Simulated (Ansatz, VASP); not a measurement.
# ZnPS3 in two plane-wave programs

Wanted: the spread between two codes on one cell, functional and k mesh. The cell is taken from a series of runs on this material, whose earlier steps may have relaxed, scaled, displaced or heated it; both programs get it as it stands.

Method: plane waves, with VASP 6.6.1 beside it; dielectric response at LDA, in Ansatz 0.2.0.

### 1. The structure

It takes space group C2/m (No. 12, monoclinic). The conventional cell has a = 5.848 Å, b = 10.137 Å, c = 6.591 Å, α = 90.00°, β = 107.04°, γ = 90.00°. Zn has 6 S at 2.50 to 2.51 Å nearest. Nearest to P lie 3 S at 2.03 Å and 1 P at 2.19 Å. Nearest to S lie 1 P at 2.03 Å and 2 Zn at 2.50 Å. Nearest to S lie 1 P at 2.03 Å and 2 Zn at 2.51 Å. Farther neighbours and most contacts between anions are not listed.

### 2. Ansatz: dielectric response, LDA

Ansatz runs on its default PAW (the set named soft_2) files.

The response to a field tests empty states and converges slowly with the mesh.

input.yaml reads:

```yaml
crystal:
  lattice:
    - [2.9241439516, -5.0686337764, 0.0002131003]
    - [2.9241439516, 5.0686337764, 0.0002131003]
    - [-1.9314010456, 0.0, 6.30138264]
  atoms:
    - { symbol: Zn, position: [0.6674819479, 0.3325180521, 0.0] }
    - { symbol: Zn, position: [0.3325180521, 0.6674819479, 0.0] }
    - { symbol: P, position: [0.9420357264, 0.9420357264, 0.8265338672] }
    - { symbol: P, position: [0.0579642736, 0.0579642736, 0.1734661328] }
    - { symbol: S, position: [0.5801548021, 0.9164201668, 0.7487598531] }
    - { symbol: S, position: [0.0835798332, 0.4198451979, 0.2512401469] }
    - { symbol: S, position: [0.7465943414, 0.7465943414, 0.2505942246] }
    - { symbol: S, position: [0.2534056586, 0.2534056586, 0.7494057754] }
    - { symbol: S, position: [0.4198451979, 0.0835798332, 0.2512401469] }
    - { symbol: S, position: [0.9164201668, 0.5801548021, 0.7487598531] }
kpoints:
  mp_grid: { grid: [4, 4, 4] }
hamiltonian:
  xc: lda
scf:
  occupations: { method: fixed }
dielectric: {}
```

Command:

```
$ ansatz run input.yaml --threads 8 --pin off --max-ram 55296MiB --backend cuda --events-out ev --progress --plain --runs-dir out --devices 1 --max-vram 24GiB
```

Numbers of over 12 decimals in the logs are rounded to 6 here.

The program printed:

```text
GPUs: using 1 of 1 available (devices: 1).
Engine: ansatz 0.2.0, x86_64-unknown-linux-gnu
Pseudopotentials: kind: paw
Pseudopotential: Zn, paw, valence charge 12, recommended cutoff 420 eV (normal), Zn.paw.azcp
Pseudopotential: P, paw, valence charge 5, recommended cutoff 420 eV (normal), P.paw.azcp
Pseudopotential: S, paw, valence charge 6, recommended cutoff 420 eV (normal), S.paw.azcp
Functional definition: SPW92
  exchange = slater_x
  correlation = pw_c
device memory: the entry about to start is reckoned to put 7.1 GiB on a device that reports 78.6 GiB free (of which the cap on the GPU budget leaves the run 24.0 GiB)
GPU FFT provider: cuFFT
GPU libraries: cuBLAS 13.8.2, cuFFT 12.4.0, cuSOLVER 12.3.4
Crystal: 10 atoms, lattice volume = 186.795 Å³
Basis set: ecut = 420 eV, 3641 PW (Γ), exchange–correlation on 80×80×90 points (8 copies of the dense FFT grid, shifted against one another)
Bands: 45, of which v1, the nominal top of the filled ones, is band 35 counted from 1 (34 counted from 0)
Symmetry: 4 space group operations
k-points: 36 of 64 (irreducible under 1 space group operation, time reversal used)
Non-local potential: Zn, projectors of the file, l = 0: 2, l = 1: 2, l = 2: 3, l = 3: 1
Non-local potential: P, projectors of the file, l = 0: 2, l = 1: 2, l = 2: 2
Non-local potential: S, projectors of the file, l = 0: 2, l = 1: 2, l = 2: 2
PAW form: soft (Blöchl's): semilocal exchange-correlation on the pseudo side does not see the compensation charge
PAW frozen core: Zn, regenerated for the run's functional, and the local potential with it (the file was generated under x = pbe(κ = 0.804, μ = 0.219515), c = pbe(β = 0.066725))
PAW frozen core: P, regenerated for the run's functional, and the local potential with it (the file was generated under x = pbe(κ = 0.804, μ = 0.219515), c = pbe(β = 0.066725))
PAW frozen core: S, regenerated for the run's functional, and the local potential with it (the file was generated under x = pbe(κ = 0.804, μ = 0.219515), c = pbe(β = 0.066725))
PAW one-centre angular grid: Zn, 590 points (default); XC on 64 Gauss nodes
PAW one-centre angular grid: P, 110 points (default); XC on 64 Gauss nodes
PAW one-centre angular grid: S, 110 points (default); XC on 64 Gauss nodes
Initial density: superposition of atomic densities (neutral atoms: chi_scale 0, normalization atom), corrected by the library's trained network
Initial wavefunctions: pseudopotential atomic-orbital guess
GPU buffer pool allocated for 72000 grid points (all kernels)
GPU transforms: local potential and band sums: pruned to the plane-wave sphere, on 40×40×45
Functional: x = slater, c = lda
SCF iter   1: F=—  HF=-13165.903025 eV  |F-HF|=—  |Δ(HF+E_count)|=         —  Δρ=6.30e-3  dr2=5.98e-2  ethr=1.77e-3  ⟨swp⟩=5.9  Hψ=7097  notcnv=0  defer=254
preconditioner: auto → Resta (q_TF=auto, 2.317 Å⁻¹)  ε∞=6.0  [insulator: Δε(μ)=2.104 eV  Ē_g=10.188 eV  n_scr=38 (ndim 8)  ℏωp=22.7 eV  f_vac=0.015  ε∞_Penn≈6.0]
SCF iter   2: F=—  HF=-13165.889395 eV  |F-HF|=—  |Δ(HF+E_count)|=   1.36e-2  Δρ=3.15e-3  dr2=1.63e-2  ethr=8.55e-5  ⟨swp⟩=2.3  Hψ=3002  notcnv=0  defer=287
SCF iter   3: F=—  HF=-13165.886874 eV  |F-HF|=—  |Δ(HF+E_count)|=   2.52e-3  Δρ=1.90e-3  dr2=4.03e-3  ethr=2.33e-5  ⟨swp⟩=2.7  Hψ=2633  notcnv=0  defer=288
SCF iter   4: F=—  HF=-13165.884721 eV  |F-HF|=—  |Δ(HF+E_count)|=   2.15e-3  Δρ=3.19e-4  dr2=3.21e-4  ethr=5.76e-6  ⟨swp⟩=2.1  Hψ=2609  notcnv=0  defer=288
SCF iter   5: F=—  HF=-13165.884727 eV  |F-HF|=—  |Δ(HF+E_count)|=   6.34e-6  Δρ=1.33e-4  dr2=4.89e-5  ethr=4.59e-7  ⟨swp⟩=2.1  Hψ=2901  notcnv=0  defer=282
SCF iter   6: F=—  HF=-13165.884723 eV  |F-HF|=—  |Δ(HF+E_count)|=   3.67e-6  Δρ=4.75e-5  dr2=6.63e-6  ethr=6.98e-8  ⟨swp⟩=2.1  Hψ=2443  notcnv=0  defer=279
SCF iter   7: F=—  HF=-13165.884679 eV  |F-HF|=—  |Δ(HF+E_count)|=   4.46e-5  Δρ=8.72e-6  dr2=1.85e-7  ethr=9.47e-9  ⟨swp⟩=2.2  Hψ=2540  notcnv=0  defer=281
SCF iter   8: F=—  HF=-13165.884679 eV  |F-HF|=—  |Δ(HF+E_count)|=   9.94e-8  Δρ=2.05e-6  dr2=1.43e-8  ethr=2.64e-10  ⟨swp⟩=2.1  Hψ=2630  notcnv=0  defer=281
SCF iter   9: F=—  HF=-13165.884679 eV  |F-HF|=—  |Δ(HF+E_count)|=   1.30e-9  Δρ=5.13e-7  dr2=6.84e-10  ethr=2.04e-11  ⟨swp⟩=2.1  Hψ=2444  notcnv=0  defer=281
SCF iter  10: F=-13165.884679 eV  HF=-13165.884679 eV  |F-HF|=4.37e-11  |Δ(HF+E_count)|=  8.00e-11  Δρ=1.51e-7  dr2=6.61e-11  ethr=1.00e-12  ⟨swp⟩=16.0  Hψ=8724  notcnv=0
SCF 1 converged in 10 iterations: F = -13165.884679 eV  dr2 = 6.61e-11
  greatest PAW one-centre occupation: 0.988 electrons in one spin orbital (limit 2), on the Zn atom at site 1 (counted from 0), in its partial waves of l = 2
the response reads at least the filled bands of the reference SCF and the lowest empty band at each k-point, and that SCF's band table does not vouch for those bands. The notice of the band table in this run's record says why
device memory: the entry about to start is reckoned to put 0.8 GiB on a device that reports 78.4 GiB free (of which the cap on the GPU budget leaves the run 23.9 GiB)
NSCF: frozen V_eff on 1 k-points
device memory: the entry about to start is reckoned to put 0.8 GiB on a device that reports 78.4 GiB free (of which the cap on the GPU budget leaves the run 23.9 GiB)
NSCF: frozen V_eff on 1 k-points
[...]
device memory: the entry about to start is reckoned to put 4.3 GiB (of the 4.4 GiB reckoned in all, the device holds 0.1 GiB already) on a device that reports 78.4 GiB free (of which the cap on the GPU budget leaves the run 23.9 GiB)
DFPT response loops at Γ: preconditioner auto → Resta (q_TF=auto, 2.317 Å⁻¹)  ε∞=5.3 (no band partly filled); β = 1.00, the filter's whole step (`scf.mixing.beta` (0.50) is not read by the response loops at its default; to damp them type it under 1.00, their step now; it binds the ground state too); Broyden in place of MSR1
── the response to a field inside a basis, on 4×4×4 k-points: an SCF that follows is theirs, and a resumed run solves both again ──
device memory: the entry about to start is reckoned to put 0.5 GiB on a device that reports 78.3 GiB free (of which the cap on the GPU budget leaves the run 23.9 GiB)
GPU FFT provider: cuFFT
GPU libraries: cuBLAS 13.8.2, cuFFT 12.4.0, cuSOLVER 12.3.4
Bands: 36, of which v1, the nominal top of the filled ones, is band 35 counted from 1 (34 counted from 0)
k-points: 20 of 64
Initial density: handed on by an earlier stage of this run
Initial wavefunctions: pseudopotential atomic-orbital guess (no wavefunctions were taken with the density)
GPU buffer pool allocated for 72000 grid points (all kernels)
GPU transforms: band sums: pruned to the plane-wave sphere, on 40×40×45
Eigensolver: Dense (20 Hₖ)
SCF iter   1: F=—  HF=-13165.763874 eV  |F-HF|=—  |Δ(HF+E_count)|=         —  Δρ=3.75e-4  dr2=9.38e-5  ethr=1.00e-1
preconditioner: auto → Resta (q_TF=auto, 2.317 Å⁻¹)  ε∞=7.7  [insulator: Δε(μ)=2.250 eV  Ē_g=8.754 eV  n_scr=38 (ndim 8)  ℏωp=22.7 eV  f_vac=0.011  ε∞_Penn≈7.7]
SCF iter   2: F=—  HF=-13165.763861 eV  |F-HF|=—  |Δ(HF+E_count)|=   1.27e-5  Δρ=1.99e-4  dr2=3.36e-5  ethr=1.34e-7
SCF iter   3: F=—  HF=-13165.763862 eV  |F-HF|=—  |Δ(HF+E_count)|=   1.72e-7  Δρ=1.01e-4  dr2=8.15e-6  ethr=4.80e-8
SCF iter   4: F=—  HF=-13165.763862 eV  |F-HF|=—  |Δ(HF+E_count)|=   3.16e-7  Δρ=1.10e-5  dr2=2.90e-7  ethr=1.16e-8
SCF iter   5: F=-13165.763862 eV  HF=-13165.763862 eV  |F-HF|=7.35e-10  |Δ(HF+E_count)|=   1.76e-8  Δρ=3.72e-6  dr2=2.32e-8  ethr=4.14e-10
SCF 1 converged in 5 iterations: F = -13165.763862 eV  dr2 = 2.32e-8
device memory: the entry about to start is reckoned to put 0.1 GiB (of the 0.2 GiB reckoned in all, the device holds 0.1 GiB already) on a device that reports 78.2 GiB free (of which the cap on the GPU budget leaves the run 23.8 GiB)
device memory: the entry about to start is reckoned to put 5.0 GiB on a device that reports 78.0 GiB free (of which the cap on the GPU budget leaves the run 23.7 GiB)
DFPT response loops at Γ: preconditioner auto → Resta (q_TF=auto, 2.317 Å⁻¹)  ε∞=5.2 (no band partly filled); β = 1.00, the filter's whole step (`scf.mixing.beta` (0.50) is not read by the response loops at its default; to damp them type it under 1.00, their step now; it binds the ground state too); Broyden in place of MSR1
SCF converged after 10 iterations
Free energy (F): -13165.884679 eV
Harris-Foulkes:  -13165.884679 eV  (|F-HF|=4.37e-11)
Internal energy: -13165.884679 eV  (E = F + TS)
E sigma→0 (E₀):  -13165.884679 eV
Fermi energy:    6.148766 eV
--- Per-component energies (eV) ---
  E_band       = 7.345558
  E_kinetic    = 1057.407993
  E_local      = -5443.555742  (includes V_loc(G=0)·N_el)
  E_nonlocal   = 1485.164617
  E_hartree    = 2260.325971
  E_xc         = -973.565998
  E_vxc        = -758.793861  (∫ρ·V_xc dr)
  E_paw        = -8009.908409  (= ΣΔE_a)
  E_vpaw       = -853.528498  (= ΣTr[D̂ρ^β])
  E_aug_tail   = -0.000723  (compensation charges beyond the density's cutoff)
  E_ewald      = -3546.020558
  E_core_change = 4.268171  (= ΣΔE_core)
  E_smearing   = -0.000000  (= −TS)
  E_closure    = 0.000000  (closes the sum)
  Σ components = -13165.884679   (vs F -13165.884679, Δ=0.00e0)
--- Band table (eV; the first three rows and the last of 36) ---
  k-point 0: bands = [... 31 lower, 5.2865, 5.3717, 5.7875, 5.8383, 8.2934, 9.4091, 9.5148, 9.8313, ... 6 higher]
  k-point 1: bands = [... 31 lower, 5.2867, 5.2873, 5.8429, 5.8566, 8.5698, 9.4550, 9.8116, 9.8369, ... 6 higher]
  k-point 2: bands = [... 31 lower, 5.2192, 5.2978, 5.8545, 5.9190, 8.7755, 9.4021, 9.6526, 9.7603, ... 6 higher]
  k-point 35: bands = [... 31 lower, 4.4778, 5.2275, 5.6937, 5.7917, 8.9629, 9.1378, 9.4833, 9.7070, ... 6 higher]
--- Dielectric response (ions clamped): 3 representative field directions + reference, inside a basis on a mesh of 64 k-points (Σ response iterations 15) ---
  ε∞ (high-frequency dielectric tensor):
        8.487374    -0.000000    -0.033451
       -0.000000     8.469482     0.000000
       -0.033451     0.000000     5.218980
  Born effective charges Z* (e; rows j = field, columns β = displacement):
    site 0:
         2.92842    0.00000   -0.00558
         0.00000    2.92475    0.00000
         0.02022    0.00000    1.40238
    site 1:
         2.92842    0.00000   -0.00558
         0.00000    2.92475    0.00000
         0.02022    0.00000    1.40238
    site 2:
         3.08511   -0.00000   -0.04314
         0.00000    3.11487    0.00000
        -0.05501    0.00000    0.79406
    site 3:
         3.08511   -0.00000   -0.04314
         0.00000    3.11487    0.00000
        -0.05501    0.00000    0.79406
    site 4:
        -1.74598    0.47745    0.09454
         0.46671   -2.28374   -0.14912
         0.00525   -0.00542   -0.68440
    site 5:
        -1.74598   -0.47745    0.09454
        -0.46671   -2.28374    0.14912
         0.00525    0.00542   -0.68440
    site 6:
        -2.52156    0.00000   -0.14035
        -0.00000   -1.47214   -0.00000
         0.02429   -0.00000   -0.82763
    site 7:
        -2.52156    0.00000   -0.14035
        -0.00000   -1.47214   -0.00000
         0.02429   -0.00000   -0.82763
    site 8:
        -1.74598    0.47745    0.09454
         0.46671   -2.28374   -0.14912
         0.00525   -0.00542   -0.68440
    site 9:
        -1.74598   -0.47745    0.09454
        -0.46671   -2.28374    0.14912
         0.00525    0.00542   -0.68440
  Z* charge neutrality: 3.234e-2 e pre-enforcement
  solved inside a basis spanned on kpoints, on 4×4×4 k-points, its susceptibility summed on 8×8×6: ε∞ is read to err by 6.0e-2, Z* by 3.6e-2 e (field_mesh: kpoints solves on kpoints); Z* is corrected for what the basis lacks
```

The column dr2 measures how far the density is from self-consistency, as an energy; F and HF (Harris–Foulkes) agree once it is small.

(Continued in part 2 of 2.)

[Lines on the potential files, build, host, timing and source positions are cut from VASP's logs without a mark.]

[Logs are printed without paths, hosts, clocks, repeated set-up lines and the standing remarks that a program may print on its own settings, such as how far it seeks lower states.]

[Hosts, paths, dates, database ids (printed as entryN), source tags and the programs' standing remarks are cut or masked in the printed files.]
